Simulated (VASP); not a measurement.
Computed with PBEsol GGA, VASP's PBE PAW potentials (set 64) (plane waves; VASP).

The input files of a VASP run:

**KPOINTS**
```
Automatic mesh
0
Gamma
12 12 9
0 0 0
```

### POSCAR
```
CuAu
1
    2.8262786633    -0.0000000000     0.0000000000
   -0.0000000000     2.8262786633     0.0000000000
   -0.0000000000    -0.0000000000     3.5522879966
Cu Au
1 1
Direct
  0.0000000000   0.0000000000   1.0000000000
  0.5000000000   0.5000000000   0.5000000000
```

### INCAR
```
SYSTEM = CuAu
PREC = Accurate; ENCUT = 530; LREAL = .False.
LASPH = .True.
EDIFF = 1E-7; NELM = 100; ALGO = Normal
LMAXMIX = 6
ISMEAR = 1; SIGMA = 0.1
GGA = PS
IBRION = 6; NSW = 1; ISIF = 3
POTIM = 0.015; NFREE = 2
LWAVE = .False.; LCHARG = .False.
```

POTCAR, in this order: Cu Au (PBE.64 set). Program: vasp_std.

What VASP printed:

**OUTCAR**
```
 ion  position               nearest neighbor table
   1  0.000  0.000  0.000-   2 2.67   2 2.67   2 2.67   2 2.67   2 2.67   2 2.67   2 2.67   2 2.67
  LATTYP: Found a simple tetragonal cell.
 ALAT       =     2.8262786633
 C/A-ratio  =     1.2568781850
 Subroutine PRICEL returns:
 Original cell was already a primitive cell.
 Subroutine GETGRP returns: Found 16 space group operations
The static configuration has the point symmetry D_4h.
The dynamic configuration has the point symmetry D_4h.
 Subroutine INISYM returns: Found 16 space group operations
 Subroutine IBZKPT returns following result:
 Found    140 irreducible k-points:

 Following reciprocal coordinates:
            Coordinates               Weight
  0.000000  0.000000  0.000000      1.000000
  0.083333  0.000000  0.000000      4.000000
  0.166667  0.000000  0.000000      4.000000
  0.250000  0.000000  0.000000      4.000000
  0.333333  0.000000  0.000000      4.000000
  0.416667  0.000000  0.000000      4.000000
  0.500000  0.000000  0.000000      2.000000
  0.083333  0.083333  0.000000      4.000000
  0.166667  0.083333  0.000000      8.000000
  0.250000  0.083333  0.000000      8.000000
  0.333333  0.083333  0.000000      8.000000
  0.416667  0.083333  0.000000      8.000000
  0.500000  0.083333  0.000000      4.000000
  0.166667  0.166667  0.000000      4.000000
  0.250000  0.166667  0.000000      8.000000
  0.333333  0.166667  0.000000      8.000000
  0.416667  0.166667  0.000000      8.000000
  0.500000  0.166667  0.000000      4.000000
  0.250000  0.250000  0.000000      4.000000
  0.333333  0.250000  0.000000      8.000000
  0.416667  0.250000  0.000000      8.000000
  0.500000  0.250000  0.000000      4.000000
  0.333333  0.333333  0.000000      4.000000
  0.416667  0.333333  0.000000      8.000000
  0.500000  0.333333  0.000000      4.000000
  0.416667  0.416667  0.000000      4.000000
  0.500000  0.416667  0.000000      4.000000
  0.500000  0.500000  0.000000      1.000000
  0.000000  0.000000  0.111111      2.000000
  0.083333  0.000000  0.111111      8.000000
  0.166667  0.000000  0.111111      8.000000
  0.250000  0.000000  0.111111      8.000000
  0.333333  0.000000  0.111111      8.000000
  0.416667  0.000000  0.111111      8.000000
  0.500000  0.000000  0.111111      4.000000
  0.083333  0.083333  0.111111      8.000000
  0.166667  0.083333  0.111111     16.000000
  0.250000  0.083333  0.111111     16.000000
  0.333333  0.083333  0.111111     16.000000
  0.416667  0.083333  0.111111     16.000000
 Subroutine IBZKPT_HF returns following result:
   k-points           NKPTS =    140   k-points in BZ     NKDIM =    140   number of bands    NBANDS=     15
   number of dos      NEDOS =    301   number of ions     NIONS =      2
   total plane-waves  NPLWV =  16128
   dimension x,y,z NGX =    24 NGY =   24 NGZ =   28
   dimension x,y,z NGXF=    48 NGYF=   48 NGZF=   56
   ions per type =               1   1
   PREC   = accura    normal or accurate (medium, high low for compatibility)
   ISTART =      0    job   : 0-new  1-cont  2-samecut
   ICHARG =      2    charge: 1-file 2-atom 10-const
   ISPIN  =      1    spin polarized calculation?
   LNONCOLLINEAR =      F non collinear calculations
   LSORBIT =      F    spin-orbit coupling
   INIWAV =      1    electr: 0-lowe 1-rand  2-diag
   ENCUT  =  530.0 eV  38.95 Ry    6.24 a.u.   5.31  5.31  6.67*2*pi/ulx,y,z
   NELM   =    100;   NELMIN=  2; NELMDL= -5     # of ELM steps
   EDIFF  = 0.1E-06   stopping-criterion for ELM
   LREAL  =      F    real-space projection
   NLSPLINE    = F    spline interpolate recip. space projectors
...
```

**OSZICAR**
```
...
DAV:   3    -0.835390289671E+01    0.20214E-01   -0.29105E-02 16888   0.311E+00    0.139E-01
DAV:   4    -0.835397419635E+01   -0.71300E-04   -0.17449E-03 17044   0.883E-01    0.108E-01
DAV:   5    -0.835396466537E+01    0.95310E-05   -0.85971E-05 16392   0.305E-01    0.665E-02
DAV:   6    -0.835396972564E+01   -0.50603E-05   -0.21740E-05 16156   0.987E-02    0.433E-03
DAV:   7    -0.835396971373E+01    0.11910E-07   -0.96763E-07 17490   0.259E-02
  13 F= -.83539697E+01 E0= -.83538934E+01  d E =-.229025E-03
       N       E                     dE             d eps       ncg     rms          rms(c)
DAV:   1    -0.835564674531E+01   -0.16770E-02   -0.19638E+00  8141   0.121E+01    0.633E-01
DAV:   2    -0.835297027132E+01    0.26765E-02   -0.30612E-02 10744   0.225E+00    0.396E-01
DAV:   3    -0.835405434480E+01   -0.10841E-02   -0.84246E-03 10807   0.169E+00    0.271E-02
DAV:   4    -0.835443319356E+01   -0.37885E-03   -0.48447E-04 10819   0.343E-01    0.218E-02
DAV:   5    -0.835445646145E+01   -0.23268E-04   -0.26418E-05  9652   0.184E-01    0.134E-02
DAV:   6    -0.835453132271E+01   -0.74861E-04   -0.78071E-06 11199   0.492E-02    0.167E-03
DAV:   7    -0.835453625208E+01   -0.49294E-05   -0.16702E-07  6416   0.707E-03    0.835E-04
DAV:   8    -0.835453898105E+01   -0.27290E-05   -0.81908E-08  5047   0.560E-03    0.248E-04
DAV:   9    -0.835453910538E+01   -0.12433E-06   -0.28424E-08  4312   0.367E-03    0.134E-04
DAV:  10    -0.835453912993E+01   -0.24550E-07   -0.11068E-08  4221   0.171E-03
  14 F= -.83545391E+01 E0= -.83544455E+01  d E =-.280872E-03
       N       E                     dE             d eps       ncg     rms          rms(c)
DAV:   1    -0.835222973299E+01    0.23094E-02   -0.40558E+00  7350   0.153E+01    0.126E-01
DAV:   2    -0.835501902020E+01   -0.27893E-02   -0.31610E-02 10603   0.228E+00    0.146E-01
DAV:   3    -0.835478083295E+01    0.23819E-03   -0.61644E-04  8940   0.804E-01    0.903E-02
DAV:   4    -0.835455471976E+01    0.22611E-03   -0.76781E-04 11554   0.430E-01    0.315E-02
DAV:   5    -0.835454234273E+01    0.12377E-04   -0.34859E-05  8927   0.195E-01    0.126E-02
DAV:   6    -0.835453917863E+01    0.31641E-05   -0.93228E-06 11374   0.634E-02    0.310E-03
DAV:   7    -0.835453917099E+01    0.76375E-08   -0.24213E-07  7690   0.482E-03
  15 F= -.83545392E+01 E0= -.83544455E+01  d E =-.280987E-03
       N       E                     dE             d eps       ncg     rms          rms(c)
DAV:   1    -0.835297222575E+01    0.15670E-02   -0.25851E+00  4200   0.123E+01    0.991E-02
DAV:   2    -0.835444465972E+01   -0.14724E-02   -0.16727E-02  6269   0.173E+00    0.103E-01
DAV:   3    -0.835430991592E+01    0.13474E-03   -0.38609E-04  5028   0.693E-01    0.567E-02
DAV:   4    -0.835420074928E+01    0.10917E-03   -0.20824E-04  6629   0.182E-01    0.203E-02
DAV:   5    -0.835419002079E+01    0.10728E-04   -0.18995E-05  6485   0.111E-01    0.729E-03
DAV:   6    -0.835418882211E+01    0.11987E-05   -0.19850E-06  6510   0.292E-02    0.289E-03
DAV:   7    -0.835418836565E+01    0.45646E-06   -0.51601E-07  5238   0.129E-02    0.316E-04
DAV:   8    -0.835418833179E+01    0.33856E-07   -0.22839E-08  2478   0.163E-03
  16 F= -.83541883E+01 E0= -.83540948E+01  d E =-.280647E-03
       N       E                     dE             d eps       ncg     rms          rms(c)
DAV:   1    -0.835050484730E+01    0.36835E-02   -0.51934E+00  4200   0.176E+01    0.136E-01
DAV:   2    -0.835474303519E+01   -0.42382E-02   -0.46262E-02  5915   0.269E+00    0.166E-01
DAV:   3    -0.835445914851E+01    0.28389E-03   -0.86643E-04  5247   0.923E-01    0.102E-01
DAV:   4    -0.835425192974E+01    0.20722E-03   -0.19224E-04  5992   0.137E-01    0.508E-02
DAV:   5    -0.835418956543E+01    0.62364E-04   -0.15240E-04  5883   0.139E-01    0.877E-03
DAV:   6    -0.835418843142E+01    0.11340E-05   -0.30743E-06  5027   0.191E-02    0.384E-03
DAV:   7    -0.835418832995E+01    0.10147E-06   -0.86009E-07  5692   0.234E-02    0.950E-04
DAV:   8    -0.835418831207E+01    0.17874E-07   -0.58893E-08  2289   0.840E-03
  17 F= -.83541883E+01 E0= -.83540948E+01  d E =-.280650E-03
       N       E                     dE             d eps       ncg     rms          rms(c)
DAV:   1    -0.835083437009E+01    0.33540E-02   -0.26470E+00  7350   0.121E+01    0.110E-01
DAV:   2    -0.835496735578E+01   -0.41330E-02   -0.43039E-02 11613   0.297E+00    0.136E-01
DAV:   3    -0.835474776907E+01    0.21959E-03   -0.44775E-04  9730   0.710E-01    0.798E-02
DAV:   4    -0.835464050583E+01    0.10726E-03   -0.89683E-05  9289   0.811E-02    0.573E-02
DAV:   5    -0.835454099414E+01    0.99512E-04   -0.47943E-04 10800   0.329E-01    0.145E-02
DAV:   6    -0.835453628938E+01    0.47048E-05   -0.11035E-05  8917   0.374E-02    0.756E-03
DAV:   7    -0.835453474786E+01    0.15415E-05   -0.51758E-06 11289   0.465E-02    0.891E-04
DAV:   8    -0.835453468649E+01    0.61368E-07   -0.67086E-08  4753   0.545E-03
  18 F= -.83545347E+01 E0= -.83544411E+01  d E =-.280898E-03
       N       E                     dE             d eps       ncg     rms          rms(c)
DAV:   1    -0.834856897663E+01    0.59658E-02   -0.42856E+00  7385   0.126E+01    0.106E-01
DAV:   2    -0.835517295325E+01   -0.66040E-02   -0.68279E-02 11307   0.341E+00    0.138E-01
DAV:   3    -0.835514962320E+01    0.23330E-04   -0.25534E-04  8093   0.155E-01    0.134E-01
DAV:   4    -0.835499078960E+01    0.15883E-03   -0.47894E-05 10545   0.674E-02    0.119E-01
DAV:   5    -0.835453058952E+01    0.46020E-03   -0.20340E-03 10565   0.663E-01    0.423E-02
DAV:   6    -0.835455048201E+01   -0.19892E-04   -0.43737E-05  8883   0.536E-02    0.434E-02
DAV:   7    -0.835453477922E+01    0.15703E-04   -0.56429E-05 10157   0.825E-02    0.245E-03
DAV:   8    -0.835453465331E+01    0.12591E-06   -0.21998E-06  9283   0.113E-02    0.408E-03
DAV:   9    -0.835453461789E+01    0.35420E-07   -0.95109E-08  4724   0.383E-03
  19 F= -.83545346E+01 E0= -.83544410E+01  d E =-.280851E-03
       N       E                     dE             d eps       ncg     rms          rms(c)
DAV:   1    -0.834927629343E+01    0.52584E-02   -0.27514E+00  4228   0.103E+01    0.896E-02
DAV:   2    -0.835450344860E+01   -0.52272E-02   -0.53029E-02  6420   0.302E+00    0.891E-02
DAV:   3    -0.835440659404E+01    0.96855E-04   -0.21399E-04  5779   0.294E-01    0.695E-02
DAV:   4    -0.835427765690E+01    0.12894E-03   -0.15885E-04  6385   0.207E-01    0.512E-02
DAV:   5    -0.835418647525E+01    0.91182E-04   -0.46248E-04  6309   0.350E-01    0.167E-02
DAV:   6    -0.835417959658E+01    0.68787E-05   -0.14720E-05  4677   0.377E-02    0.867E-03
DAV:   7    -0.835417759801E+01    0.19986E-05   -0.57053E-06  6548   0.338E-02    0.211E-03
DAV:   8    -0.835417742514E+01    0.17287E-06   -0.39314E-07  4495   0.459E-03    0.335E-04
DAV:   9    -0.835417743171E+01   -0.65706E-08   -0.20086E-08  2226   0.175E-03
  20 F= -.83541774E+01 E0= -.83540839E+01  d E =-.280667E-03
       N       E                     dE             d eps       ncg     rms          rms(c)
DAV:   1    -0.834469266463E+01    0.94848E-02   -0.55681E+00  4228   0.145E+01    0.131E-01
DAV:   2    -0.835496679394E+01   -0.10274E-01   -0.10400E-01  6418   0.403E+00    0.156E-01
DAV:   3    -0.835482045240E+01    0.14634E-03   -0.33991E-04  5258   0.281E-01    0.138E-01
DAV:   4    -0.835465469477E+01    0.16576E-03   -0.66400E-05  6262   0.130E-01    0.124E-01
DAV:   5    -0.835418532766E+01    0.46937E-03   -0.22727E-03  6084   0.619E-01    0.263E-02
DAV:   6    -0.835418328217E+01    0.20455E-05   -0.27794E-05  4917   0.580E-02    0.189E-02
DAV:   7    -0.835417773757E+01    0.55446E-05   -0.16504E-05  6232   0.526E-02    0.458E-03
DAV:   8    -0.835417744646E+01    0.29111E-06   -0.13949E-06  5069   0.938E-03    0.740E-04
DAV:   9    -0.835417745497E+01   -0.85079E-08   -0.32007E-08  2205   0.182E-03
  21 F= -.83541775E+01 E0= -.83540839E+01  d E =-.280681E-03
```

### OUTCAR
```
------------------------ aborting loop because EDIFF is reached ----------------------------------------
  FORCE on cell =-STRESS in cart. coord.  units (eV):
  Direction    XX          YY          ZZ          XY          YZ          ZX
  --------------------------------------------------------------------------------------
  Total        0.0847184      0.0847184      0.0683994      0.0000000      0.0000000      0.0000000
  in kB        4.7835515      4.7835515      3.8621109      0.0000000      0.0000000      0.0000000
  external PRESSURE =       4.4764046 kB  Pullay stress =       0.0000000 kB
  volume of cell :       28.38
      direct lattice vectors                 reciprocal lattice vectors
     2.826278663  0.000000000  0.000000000     0.353822152  0.000000000  0.000000000
     0.000000000  2.826278663  0.000000000     0.000000000  0.353822152  0.000000000
     0.000000000  0.000000000  3.552287997     0.000000000  0.000000000  0.281508707
 POSITION                                       TOTAL-FORCE (eV/Angst)
 -----------------------------------------------------------------------------------
      0.00000      0.00000      0.00000        -0.000000      0.000000     -0.111302
      1.41314      1.41314      1.76114         0.000000      0.000000      0.111302
 -----------------------------------------------------------------------------------
    total drift:                               -0.000000      0.000000      0.000318
  FREE ENERGIE OF THE ION-ELECTRON SYSTEM (eV)
  ---------------------------------------------------
  free  energy   TOTEN  =        -8.3541774550 eV

  energy  without entropy=       -8.3538967744  energy(sigma->0) =       -8.35408389

   1 f  =    6.128776 THz    38.508238 2PiTHz  204.433978 cm-1    25.346571 meV
             X         Y         Z           dx          dy          dz
      0.000000  0.000000  0.000000    -0.000000    0.000000   -0.868866
      1.413139  1.413139  1.776144    -0.000000   -0.000000    0.495047

   2 f  =    4.637482 THz    29.138159 2PiTHz  154.689752 cm-1    19.179076 meV
             X         Y         Z           dx          dy          dz
      0.000000  0.000000  0.000000     0.000000   -0.868922   -0.000000
      1.413139  1.413139  1.776144     0.000000    0.494949    0.000000

   3 f  =    4.637482 THz    29.138159 2PiTHz  154.689752 cm-1    19.179076 meV
             X         Y         Z           dx          dy          dz
      0.000000  0.000000  0.000000     0.868922    0.000000    0.000000
      1.413139  1.413139  1.776144    -0.494949    0.000000    0.000000

   4 f/i=    0.005649 THz     0.035497 2PiTHz    0.188447 cm-1     0.023364 meV
             X         Y         Z           dx          dy          dz
      0.000000  0.000000  0.000000    -0.194401    0.455173    0.000000
      1.413139  1.413139  1.776144    -0.341287    0.799093    0.000000

   5 f/i=    0.005649 THz     0.035497 2PiTHz    0.188447 cm-1     0.023364 meV
             X         Y         Z           dx          dy          dz
      0.000000  0.000000  0.000000    -0.455173   -0.194401   -0.000000
      1.413139  1.413139  1.776144    -0.799093   -0.341287   -0.000000

   6 f/i=    0.008158 THz     0.051256 2PiTHz    0.272109 cm-1     0.033737 meV
             X         Y         Z           dx          dy          dz
      0.000000  0.000000  0.000000    -0.000000   -0.000000    0.495047
      1.413139  1.413139  1.776144    -0.000000   -0.000000    0.868866

 ELASTIC MODULI CONTR FROM IONIC RELAXATION (kBar)
 Direction    XX          YY          ZZ          XY          YZ          ZX
 --------------------------------------------------------------------------------
 XX           0.0000      0.0000      0.0000      0.0000      0.0000      0.0000
 YY           0.0000      0.0000      0.0000      0.0000      0.0000      0.0000
 ZZ           0.0000      0.0000      0.0000      0.0000      0.0000      0.0000
 XY           0.0000      0.0000      0.0000      0.0000      0.0000      0.0000
 YZ           0.0000      0.0000      0.0000      0.0000      0.0000      0.0000
 ZX           0.0000      0.0000      0.0000      0.0000      0.0000      0.0000
 --------------------------------------------------------------------------------

 TOTAL ELASTIC MODULI (kBar)
 Direction    XX          YY          ZZ          XY          YZ          ZX
 --------------------------------------------------------------------------------
 XX        2169.4095   1353.8633   1617.1013      0.0000     -0.0000     -0.0000
 YY        1353.8633   2169.4095   1617.1013      0.0000     -0.0000     -0.0000
 ZZ        1617.1013   1617.1013   1930.6942      0.0000      0.0000      0.0000
 XY           0.0000      0.0000      0.0000    222.1010      0.0000      0.0000
 YZ          -0.0000     -0.0000      0.0000      0.0000    531.6343      0.0000
 ZX          -0.0000     -0.0000      0.0000      0.0000      0.0000    531.6345
 --------------------------------------------------------------------------------
```
(Selected blocks of OUTCAR.)

Finite-difference elastic constants of metals are sensitive to mesh and smearing; shear constants can be off by tens of GPa.

The compound is CuAu in the L1_0 structure. It was relaxed first.
